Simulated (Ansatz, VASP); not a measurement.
**GaSb in two plane-wave programs**

One calculation is typed for both programs; each brings its own data sets. How far apart do they land? The cell is taken from a series of runs on this material, whose earlier steps may have relaxed, scaled, displaced or heated it; both programs get it as it stands. Other levels of theory on this material are compared in a session of their own.

Program: Ansatz 0.2.0. Level of theory: plane waves, with VASP 6.6.1 beside it; zone-centre phonons at PBEsol. Results are calculated unless marked as measured.

## 1. Set-up

It takes space group F-43m (No. 216, cubic). Conventional cell: a = 5.901 Å, b = 5.901 Å, c = 5.901 Å, α = 90.00°, β = 90.00°, γ = 90.00°. Nearest to Ga lie 4 Sb at 2.56 Å. Nearest to Sb lie 4 Ga at 2.56 Å. Farther neighbours are not listed.

## 2. VASP: zone-centre phonons, PBEsol

Second derivatives magnify differences that forces hide, and they need a tight electronic threshold.

Lines of VASP's logs that name or quote its potential files are left out, and so is its time.

INCAR

```
SYSTEM = GaSb
PREC = Accurate
ENCUT = 500
EDIFF = 1E-08
NELM = 120
ISMEAR = 0
SIGMA = 0.015
LREAL = .FALSE.
ALGO = Normal
GGA = PS
NBANDS = 15
LORBIT = 11
LWAVE = .FALSE.
LCHARG = .FALSE.
ISIF = 2
ISYM = 2
IBRION = 8
LASPH = .TRUE.
GGA_COMPAT = .FALSE.
EFERMI = MIDGAP
KPAR = 2
```

POSCAR

```
GaSb
1.0
   -0.0004403326      2.9501135103      2.9501135103
    2.9501135103     -0.0004403326      2.9501135103
    2.9501135103      2.9501135103     -0.0004403326
Ga Sb
1 1
Direct
    0.0000251196      0.0000251196      0.0000251196
    0.7499748804      0.7499748804      0.7499748804
```

KPOINTS

```
Points of the shifted mesh
1728
Reciprocal
 0.0416666667  0.0416666667  0.0416666667 1
 0.0416666667  0.0416666667  0.1250000000 1
 0.0416666667  0.0416666667  0.2083333333 1
 0.0416666667  0.0416666667  0.2916666667 1
 0.0416666667  0.0416666667  0.3750000000 1
 0.0416666667  0.0416666667  0.4583333333 1
 0.0416666667  0.0416666667  0.5416666667 1
 0.0416666667  0.0416666667  0.6250000000 1
 0.0416666667  0.0416666667  0.7083333333 1
 0.0416666667  0.0416666667  0.7916666667 1
 0.0416666667  0.0416666667  0.8750000000 1
 0.0416666667  0.0416666667  0.9583333333 1
 0.0416666667  0.1250000000  0.0416666667 1
 0.0416666667  0.1250000000  0.1250000000 1
 0.0416666667  0.1250000000  0.2083333333 1
 0.0416666667  0.1250000000  0.2916666667 1
 0.0416666667  0.1250000000  0.3750000000 1
 0.0416666667  0.1250000000  0.4583333333 1
 0.0416666667  0.1250000000  0.5416666667 1
 0.0416666667  0.1250000000  0.6250000000 1
 0.0416666667  0.1250000000  0.7083333333 1
 0.0416666667  0.1250000000  0.7916666667 1
 0.0416666667  0.1250000000  0.8750000000 1
 0.0416666667  0.1250000000  0.9583333333 1
 0.0416666667  0.2083333333  0.0416666667 1
 0.0416666667  0.2083333333  0.1250000000 1
 0.0416666667  0.2083333333  0.2083333333 1
 0.0416666667  0.2083333333  0.2916666667 1
 0.0416666667  0.2083333333  0.3750000000 1
 0.0416666667  0.2083333333  0.4583333333 1
 0.0416666667  0.2083333333  0.5416666667 1
 0.0416666667  0.2083333333  0.6250000000 1
 0.0416666667  0.2083333333  0.7083333333 1
 0.0416666667  0.2083333333  0.7916666667 1
 0.0416666667  0.2083333333  0.8750000000 1
 0.0416666667  0.2083333333  0.9583333333 1
 0.0416666667  0.2916666667  0.0416666667 1
 0.0416666667  0.2916666667  0.1250000000 1
 0.0416666667  0.2916666667  0.2083333333 1
 0.0416666667  0.2916666667  0.2916666667 1
 0.0416666667  0.2916666667  0.3750000000 1
 0.0416666667  0.2916666667  0.4583333333 1
 0.0416666667  0.2916666667  0.5416666667 1
 0.0416666667  0.2916666667  0.6250000000 1
 0.0416666667  0.2916666667  0.7083333333 1
 0.0416666667  0.2916666667  0.7916666667 1
 0.0416666667  0.2916666667  0.8750000000 1
 0.0416666667  0.2916666667  0.9583333333 1
 0.0416666667  0.3750000000  0.0416666667 1
 0.0416666667  0.3750000000  0.1250000000 1
 0.0416666667  0.3750000000  0.2083333333 1
 0.0416666667  0.3750000000  0.2916666667 1
 0.0416666667  0.3750000000  0.3750000000 1
 0.0416666667  0.3750000000  0.4583333333 1
 0.0416666667  0.3750000000  0.5416666667 1
 0.0416666667  0.3750000000  0.6250000000 1
 0.0416666667  0.3750000000  0.7083333333 1
 0.0416666667  0.3750000000  0.7916666667 1
 0.0416666667  0.3750000000  0.8750000000 1
 0.0416666667  0.3750000000  0.9583333333 1
 0.0416666667  0.4583333333  0.0416666667 1
 0.0416666667  0.4583333333  0.1250000000 1
 0.0416666667  0.4583333333  0.2083333333 1
 0.0416666667  0.4583333333  0.2916666667 1
 0.0416666667  0.4583333333  0.3750000000 1
 0.0416666667  0.4583333333  0.4583333333 1
 0.0416666667  0.4583333333  0.5416666667 1
 0.0416666667  0.4583333333  0.6250000000 1
 0.0416666667  0.4583333333  0.7083333333 1
 0.0416666667  0.4583333333  0.7916666667 1
 0.0416666667  0.4583333333  0.8750000000 1
 0.0416666667  0.4583333333  0.9583333333 1
 0.0416666667  0.5416666667  0.0416666667 1
 0.0416666667  0.5416666667  0.1250000000 1
 0.0416666667  0.5416666667  0.2083333333 1
 0.0416666667  0.5416666667  0.2916666667 1
 0.0416666667  0.5416666667  0.3750000000 1
 0.0416666667  0.5416666667  0.4583333333 1
 0.0416666667  0.5416666667  0.5416666667 1
 0.0416666667  0.5416666667  0.6250000000 1
 0.0416666667  0.5416666667  0.7083333333 1
 0.0416666667  0.5416666667  0.7916666667 1
 0.0416666667  0.5416666667  0.8750000000 1
 0.0416666667  0.5416666667  0.9583333333 1
 0.0416666667  0.6250000000  0.0416666667 1
 0.0416666667  0.6250000000  0.1250000000 1
 0.0416666667  0.6250000000  0.2083333333 1
 0.0416666667  0.6250000000  0.2916666667 1
 0.0416666667  0.6250000000  0.3750000000 1
 0.0416666667  0.6250000000  0.4583333333 1
 0.0416666667  0.6250000000  0.5416666667 1
 0.0416666667  0.6250000000  0.6250000000 1
 0.0416666667  0.6250000000  0.7083333333 1
 0.0416666667  0.6250000000  0.7916666667 1
 0.0416666667  0.6250000000  0.8750000000 1
 0.0416666667  0.6250000000  0.9583333333 1
 0.0416666667  0.7083333333  0.0416666667 1
 0.0416666667  0.7083333333  0.1250000000 1
 0.0416666667  0.7083333333  0.2083333333 1
 0.0416666667  0.7083333333  0.2916666667 1
 0.0416666667  0.7083333333  0.3750000000 1
 0.0416666667  0.7083333333  0.4583333333 1
 0.0416666667  0.7083333333  0.5416666667 1
 0.0416666667  0.7083333333  0.6250000000 1
 0.0416666667  0.7083333333  0.7083333333 1
 0.0416666667  0.7083333333  0.7916666667 1
 0.0416666667  0.7083333333  0.8750000000 1
 0.0416666667  0.7083333333  0.9583333333 1
 0.0416666667  0.7916666667  0.0416666667 1
 0.0416666667  0.7916666667  0.1250000000 1
 0.0416666667  0.7916666667  0.2083333333 1
 0.0416666667  0.7916666667  0.2916666667 1
[... 1390 lines left out ...]
 0.8750000000  0.4583333333  0.1250000000 1
 0.8750000000  0.4583333333  0.2083333333 1
 0.8750000000  0.4583333333  0.2916666667 1
 0.8750000000  0.4583333333  0.3750000000 1
 0.8750000000  0.4583333333  0.4583333333 1
 0.8750000000  0.4583333333  0.5416666667 1
 0.8750000000  0.4583333333  0.6250000000 1
 0.8750000000  0.4583333333  0.7083333333 1
 0.8750000000  0.4583333333  0.7916666667 1
 0.8750000000  0.4583333333  0.8750000000 1
 0.8750000000  0.4583333333  0.9583333333 1
 0.8750000000  0.5416666667  0.0416666667 1
 0.8750000000  0.5416666667  0.1250000000 1
 0.8750000000  0.5416666667  0.2083333333 1
 0.8750000000  0.5416666667  0.2916666667 1
 0.8750000000  0.5416666667  0.3750000000 1
 0.8750000000  0.5416666667  0.4583333333 1
 0.8750000000  0.5416666667  0.5416666667 1
 0.8750000000  0.5416666667  0.6250000000 1
 0.8750000000  0.5416666667  0.7083333333 1
 0.8750000000  0.5416666667  0.7916666667 1
 0.8750000000  0.5416666667  0.8750000000 1
 0.8750000000  0.5416666667  0.9583333333 1
 0.8750000000  0.6250000000  0.0416666667 1
 0.8750000000  0.6250000000  0.1250000000 1
 0.8750000000  0.6250000000  0.2083333333 1
 0.8750000000  0.6250000000  0.2916666667 1
 0.8750000000  0.6250000000  0.3750000000 1
 0.8750000000  0.6250000000  0.4583333333 1
 0.8750000000  0.6250000000  0.5416666667 1
 0.8750000000  0.6250000000  0.6250000000 1
 0.8750000000  0.6250000000  0.7083333333 1
 0.8750000000  0.6250000000  0.7916666667 1
 0.8750000000  0.6250000000  0.8750000000 1
 0.8750000000  0.6250000000  0.9583333333 1
 0.8750000000  0.7083333333  0.0416666667 1
 0.8750000000  0.7083333333  0.1250000000 1
 0.8750000000  0.7083333333  0.2083333333 1
 0.8750000000  0.7083333333  0.2916666667 1
 0.8750000000  0.7083333333  0.3750000000 1
 0.8750000000  0.7083333333  0.4583333333 1
 0.8750000000  0.7083333333  0.5416666667 1
 0.8750000000  0.7083333333  0.6250000000 1
 0.8750000000  0.7083333333  0.7083333333 1
 0.8750000000  0.7083333333  0.7916666667 1
 0.8750000000  0.7083333333  0.8750000000 1
 0.8750000000  0.7083333333  0.9583333333 1
 0.8750000000  0.7916666667  0.0416666667 1
 0.8750000000  0.7916666667  0.1250000000 1
 0.8750000000  0.7916666667  0.2083333333 1
 0.8750000000  0.7916666667  0.2916666667 1
 0.8750000000  0.7916666667  0.3750000000 1
 0.8750000000  0.7916666667  0.4583333333 1
 0.8750000000  0.7916666667  0.5416666667 1
 0.8750000000  0.7916666667  0.6250000000 1
 0.8750000000  0.7916666667  0.7083333333 1
 0.8750000000  0.7916666667  0.7916666667 1
 0.8750000000  0.7916666667  0.8750000000 1
 0.8750000000  0.7916666667  0.9583333333 1
 0.8750000000  0.8750000000  0.0416666667 1
 0.8750000000  0.8750000000  0.1250000000 1
 0.8750000000  0.8750000000  0.2083333333 1
 0.8750000000  0.8750000000  0.2916666667 1
 0.8750000000  0.8750000000  0.3750000000 1
 0.8750000000  0.8750000000  0.4583333333 1
 0.8750000000  0.8750000000  0.5416666667 1
 0.8750000000  0.8750000000  0.6250000000 1
 0.8750000000  0.8750000000  0.7083333333 1
 0.8750000000  0.8750000000  0.7916666667 1
 0.8750000000  0.8750000000  0.8750000000 1
 0.8750000000  0.8750000000  0.9583333333 1
 0.8750000000  0.9583333333  0.0416666667 1
 0.8750000000  0.9583333333  0.1250000000 1
 0.8750000000  0.9583333333  0.2083333333 1
 0.8750000000  0.9583333333  0.2916666667 1
 0.8750000000  0.9583333333  0.3750000000 1
 0.8750000000  0.9583333333  0.4583333333 1
 0.8750000000  0.9583333333  0.5416666667 1
 0.8750000000  0.9583333333  0.6250000000 1
 0.8750000000  0.9583333333  0.7083333333 1
 0.8750000000  0.9583333333  0.7916666667 1
 0.8750000000  0.9583333333  0.8750000000 1
 0.8750000000  0.9583333333  0.9583333333 1
 0.9583333333  0.0416666667  0.0416666667 1
 0.9583333333  0.0416666667  0.1250000000 1
 0.9583333333  0.0416666667  0.2083333333 1
 0.9583333333  0.0416666667  0.2916666667 1
 0.9583333333  0.0416666667  0.3750000000 1
 0.9583333333  0.0416666667  0.4583333333 1
 0.9583333333  0.0416666667  0.5416666667 1
 0.9583333333  0.0416666667  0.6250000000 1
 0.9583333333  0.0416666667  0.7083333333 1
 0.9583333333  0.0416666667  0.7916666667 1
 0.9583333333  0.0416666667  0.8750000000 1
 0.9583333333  0.0416666667  0.9583333333 1
 0.9583333333  0.1250000000  0.0416666667 1
 0.9583333333  0.1250000000  0.1250000000 1
 0.9583333333  0.1250000000  0.2083333333 1
 0.9583333333  0.1250000000  0.2916666667 1
 0.9583333333  0.1250000000  0.3750000000 1
 0.9583333333  0.1250000000  0.4583333333 1
 0.9583333333  0.1250000000  0.5416666667 1
 0.9583333333  0.1250000000  0.6250000000 1
 0.9583333333  0.1250000000  0.7083333333 1
 0.9583333333  0.1250000000  0.7916666667 1
 0.9583333333  0.1250000000  0.8750000000 1
 0.9583333333  0.1250000000  0.9583333333 1
 0.9583333333  0.2083333333  0.0416666667 1
 0.9583333333  0.2083333333  0.1250000000 1
 0.9583333333  0.2083333333  0.2083333333 1
 0.9583333333  0.2083333333  0.2916666667 1
 0.9583333333  0.2083333333  0.3750000000 1
 0.9583333333  0.2083333333  0.4583333333 1
 0.9583333333  0.2083333333  0.5416666667 1
 0.9583333333  0.2083333333  0.6250000000 1
 0.9583333333  0.2083333333  0.7083333333 1
 0.9583333333  0.2083333333  0.7916666667 1
 0.9583333333  0.2083333333  0.8750000000 1
 0.9583333333  0.2083333333  0.9583333333 1
 0.9583333333  0.2916666667  0.0416666667 1
 0.9583333333  0.2916666667  0.1250000000 1
 0.9583333333  0.2916666667  0.2083333333 1
 0.9583333333  0.2916666667  0.2916666667 1
 0.9583333333  0.2916666667  0.3750000000 1
 0.9583333333  0.2916666667  0.4583333333 1
 0.9583333333  0.2916666667  0.5416666667 1
 0.9583333333  0.2916666667  0.6250000000 1
 0.9583333333  0.2916666667  0.7083333333 1
 0.9583333333  0.2916666667  0.7916666667 1
 0.9583333333  0.2916666667  0.8750000000 1
 0.9583333333  0.2916666667  0.9583333333 1
 0.9583333333  0.3750000000  0.0416666667 1
 0.9583333333  0.3750000000  0.1250000000 1
 0.9583333333  0.3750000000  0.2083333333 1
 0.9583333333  0.3750000000  0.2916666667 1
 0.9583333333  0.3750000000  0.3750000000 1
 0.9583333333  0.3750000000  0.4583333333 1
 0.9583333333  0.3750000000  0.5416666667 1
 0.9583333333  0.3750000000  0.6250000000 1
 0.9583333333  0.3750000000  0.7083333333 1
 0.9583333333  0.3750000000  0.7916666667 1
 0.9583333333  0.3750000000  0.8750000000 1
 0.9583333333  0.3750000000  0.9583333333 1
 0.9583333333  0.4583333333  0.0416666667 1
 0.9583333333  0.4583333333  0.1250000000 1
 0.9583333333  0.4583333333  0.2083333333 1
 0.9583333333  0.4583333333  0.2916666667 1
 0.9583333333  0.4583333333  0.3750000000 1
 0.9583333333  0.4583333333  0.4583333333 1
 0.9583333333  0.4583333333  0.5416666667 1
 0.9583333333  0.4583333333  0.6250000000 1
 0.9583333333  0.4583333333  0.7083333333 1
 0.9583333333  0.4583333333  0.7916666667 1
 0.9583333333  0.4583333333  0.8750000000 1
 0.9583333333  0.4583333333  0.9583333333 1
 0.9583333333  0.5416666667  0.0416666667 1
 0.9583333333  0.5416666667  0.1250000000 1
 0.9583333333  0.5416666667  0.2083333333 1
 0.9583333333  0.5416666667  0.2916666667 1
 0.9583333333  0.5416666667  0.3750000000 1
 0.9583333333  0.5416666667  0.4583333333 1
 0.9583333333  0.5416666667  0.5416666667 1
 0.9583333333  0.5416666667  0.6250000000 1
 0.9583333333  0.5416666667  0.7083333333 1
 0.9583333333  0.5416666667  0.7916666667 1
 0.9583333333  0.5416666667  0.8750000000 1
 0.9583333333  0.5416666667  0.9583333333 1
 0.9583333333  0.6250000000  0.0416666667 1
 0.9583333333  0.6250000000  0.1250000000 1
 0.9583333333  0.6250000000  0.2083333333 1
 0.9583333333  0.6250000000  0.2916666667 1
 0.9583333333  0.6250000000  0.3750000000 1
 0.9583333333  0.6250000000  0.4583333333 1
 0.9583333333  0.6250000000  0.5416666667 1
 0.9583333333  0.6250000000  0.6250000000 1
 0.9583333333  0.6250000000  0.7083333333 1
 0.9583333333  0.6250000000  0.7916666667 1
 0.9583333333  0.6250000000  0.8750000000 1
 0.9583333333  0.6250000000  0.9583333333 1
 0.9583333333  0.7083333333  0.0416666667 1
 0.9583333333  0.7083333333  0.1250000000 1
 0.9583333333  0.7083333333  0.2083333333 1
 0.9583333333  0.7083333333  0.2916666667 1
 0.9583333333  0.7083333333  0.3750000000 1
 0.9583333333  0.7083333333  0.4583333333 1
 0.9583333333  0.7083333333  0.5416666667 1
 0.9583333333  0.7083333333  0.6250000000 1
 0.9583333333  0.7083333333  0.7083333333 1
 0.9583333333  0.7083333333  0.7916666667 1
 0.9583333333  0.7083333333  0.8750000000 1
 0.9583333333  0.7083333333  0.9583333333 1
 0.9583333333  0.7916666667  0.0416666667 1
 0.9583333333  0.7916666667  0.1250000000 1
 0.9583333333  0.7916666667  0.2083333333 1
 0.9583333333  0.7916666667  0.2916666667 1
 0.9583333333  0.7916666667  0.3750000000 1
 0.9583333333  0.7916666667  0.4583333333 1
 0.9583333333  0.7916666667  0.5416666667 1
 0.9583333333  0.7916666667  0.6250000000 1
 0.9583333333  0.7916666667  0.7083333333 1
 0.9583333333  0.7916666667  0.7916666667 1
 0.9583333333  0.7916666667  0.8750000000 1
 0.9583333333  0.7916666667  0.9583333333 1
 0.9583333333  0.8750000000  0.0416666667 1
 0.9583333333  0.8750000000  0.1250000000 1
 0.9583333333  0.8750000000  0.2083333333 1
 0.9583333333  0.8750000000  0.2916666667 1
 0.9583333333  0.8750000000  0.3750000000 1
 0.9583333333  0.8750000000  0.4583333333 1
 0.9583333333  0.8750000000  0.5416666667 1
 0.9583333333  0.8750000000  0.6250000000 1
 0.9583333333  0.8750000000  0.7083333333 1
 0.9583333333  0.8750000000  0.7916666667 1
 0.9583333333  0.8750000000  0.8750000000 1
 0.9583333333  0.8750000000  0.9583333333 1
 0.9583333333  0.9583333333  0.0416666667 1
 0.9583333333  0.9583333333  0.1250000000 1
 0.9583333333  0.9583333333  0.2083333333 1
 0.9583333333  0.9583333333  0.2916666667 1
 0.9583333333  0.9583333333  0.3750000000 1
 0.9583333333  0.9583333333  0.4583333333 1
 0.9583333333  0.9583333333  0.5416666667 1
 0.9583333333  0.9583333333  0.6250000000 1
 0.9583333333  0.9583333333  0.7083333333 1
 0.9583333333  0.9583333333  0.7916666667 1
 0.9583333333  0.9583333333  0.8750000000 1
 0.9583333333  0.9583333333  0.9583333333 1
```

PAW data sets: Ga_d and Sb (PBE family, release 64).

The run is started by

```sh
$ mpirun -np 2 vasp_std
```

Numbers of over 12 decimals in the logs are rounded to 6 here.

The log of the run:

```text
[banner, memory and clock lines left out]
running    2 mpi-ranks, on    1 nodes
[...]
|                                                                             |
|               ----> ADVICE to this user running VASP <----                  |
|                                                                             |
|     You enforced a specific xc type in the INCAR file but a different       |
|     [... a line on the potential file left out ...]
|     I HOPE YOU KNOW WHAT YOU ARE DOING!                                     |
|                                                                             |

 LDA part: xc-table for (Slater+PW92), standard interpolation
 POSCAR, INCAR and KPOINTS ok, starting setup
[...]
entering main loop
       N       E                     dE             d eps       ncg     rms          rms(c)
DAV:   1     0.804995049594E+02    0.80500E+02   -0.85647E+03 52759   0.150E+03
DAV:   2    -0.204721595167E+01   -0.82547E+02   -0.79567E+02 60219   0.305E+02
DAV:   3    -0.805933797414E+01   -0.60121E+01   -0.59912E+01 61913   0.671E+01
DAV:   4    -0.816343813051E+01   -0.10410E+00   -0.10408E+00 64399   0.990E+00
DAV:   5    -0.816587968198E+01   -0.24416E-02   -0.24415E-02 66436   0.134E+00    0.360E+00
DAV:   6    -0.807317246754E+01    0.92707E-01   -0.91728E-02 68110   0.573E+00    0.214E+00
DAV:   7    -0.803880109835E+01    0.34371E-01   -0.59711E-02 63096   0.230E+00    0.393E-01
DAV:   8    -0.803899523751E+01   -0.19414E-03   -0.54996E-03 66735   0.975E-01    0.142E-01
[...]
DAV:  13    -0.803923492305E+01    0.79578E-07   -0.50914E-08 61885   0.181E-03    0.652E-04
DAV:  14    -0.803923494836E+01   -0.25314E-07   -0.23746E-09 50595   0.675E-04    0.262E-04
DAV:  15    -0.803923496873E+01   -0.20367E-07   -0.92259E-10 36343   0.325E-04    0.731E-05
DAV:  16    -0.803923496754E+01    0.11873E-08   -0.13275E-10 31611   0.112E-04
   1 F= -.80392350E+01 E0= -.80392350E+01  d E =0.000000E+00
 Linear response reoptimize wavefunctions to high precision
DAV:   1    -0.803923496523E+01    0.23078E-08   -0.45716E-11 36119   0.926E-05
DAV:   2    -0.803923496523E+01    0.45475E-12   -0.12176E-11 29812   0.335E-05
 Linear response DOF=           2
 Linear response progress:
  Degree of freedom:   1/  2
       N       E                     dE             d eps       ncg     rms          rms(c)
RMM:   1    -0.166391191584E+00   -0.16639E+00    0.89585E-02 64880   0.839E+00
RMM:   2    -0.164736527926E+00    0.16547E-02   -0.27143E-02 99032   0.139E+00    0.431E-02
RMM:   3    -0.164980984543E+00   -0.24446E-03   -0.36225E-03103118   0.433E-01    0.309E-02
RMM:   4    -0.164905603913E+00    0.75381E-04   -0.16973E-03111090   0.200E-01    0.134E-02
RMM:   5    -0.164907365893E+00   -0.17620E-05   -0.72553E-05108839   0.509E-02    0.543E-03
RMM:   6    -0.164923383037E+00   -0.16017E-04   -0.79914E-06107708   0.196E-02    0.464E-04
RMM:   7    -0.164917409644E+00    0.59734E-05    0.15511E-06106423   0.840E-03    0.532E-04
RMM:   8    -0.164917860647E+00   -0.45100E-06   -0.28622E-07104943   0.376E-03    0.163E-04
[...]
RMM:  12    -0.164919862701E+00    0.11594E-06    0.92634E-08103549   0.198E-04    0.115E-05
RMM:  13    -0.164919971856E+00   -0.10916E-06   -0.47492E-08108120   0.101E-04    0.898E-07
RMM:  14    -0.164919953075E+00    0.18781E-07    0.67132E-09104587   0.518E-05    0.177E-06
RMM:  15    -0.164919954833E+00   -0.17571E-08    0.89058E-09 99770   0.287E-05    0.146E-06
 first order change of Fermi-energy  -0.54894E+00
 force on displaced ion       1 direction 1 : -10.358   0.002   0.002
 Linear response progress:
  Degree of freedom:   2/  2
       N       E                     dE             d eps       ncg     rms          rms(c)
RMM:   1    -0.287103524609E-01   -0.28710E-01   -0.31777E-03105563   0.151E+00
RMM:   2    -0.254899727395E-01    0.32204E-02   -0.42083E-03 94349   0.448E-01    0.719E-02
RMM:   3    -0.254547792334E-01    0.35194E-04   -0.25677E-04104043   0.119E-01    0.383E-02
RMM:   4    -0.255264649103E-01   -0.71686E-04   -0.44926E-05105379   0.491E-02    0.474E-03
RMM:   5    -0.255391629487E-01   -0.12698E-04   -0.63855E-06108696   0.170E-02    0.291E-03
RMM:   6    -0.255311208939E-01    0.80421E-05   -0.12426E-06105819   0.627E-03    0.900E-04
RMM:   7    -0.255302020285E-01    0.91887E-06   -0.10488E-07108172   0.183E-03    0.269E-04
RMM:   8    -0.255297229420E-01    0.47909E-06   -0.19045E-08104275   0.625E-04    0.863E-05
RMM:   9    -0.255296187653E-01    0.10418E-06   -0.31131E-09105362   0.229E-04    0.252E-05
RMM:  10    -0.255295902577E-01    0.28508E-07   -0.11244E-09103860   0.932E-05    0.309E-06
RMM:  11    -0.255295896763E-01    0.58146E-09    0.28923E-10109070   0.337E-05    0.392E-06
 first order change of Fermi-energy   0.54895E+00
 force on displaced ion       2 direction 1 : -10.354   0.002   0.002
 Linear response finished
```

[end of part 1 of 2]

[Lines on the potential files, build, host, timing and source positions are cut from VASP's logs without a mark.]

[Logs are printed without paths, hosts, clocks, repeated set-up lines and the standing remarks that a program may print on its own settings, such as how far it seeks lower states.]

[Hosts, paths, dates, database ids (printed as entryN), source tags and the programs' standing remarks are cut or masked in the printed files.]
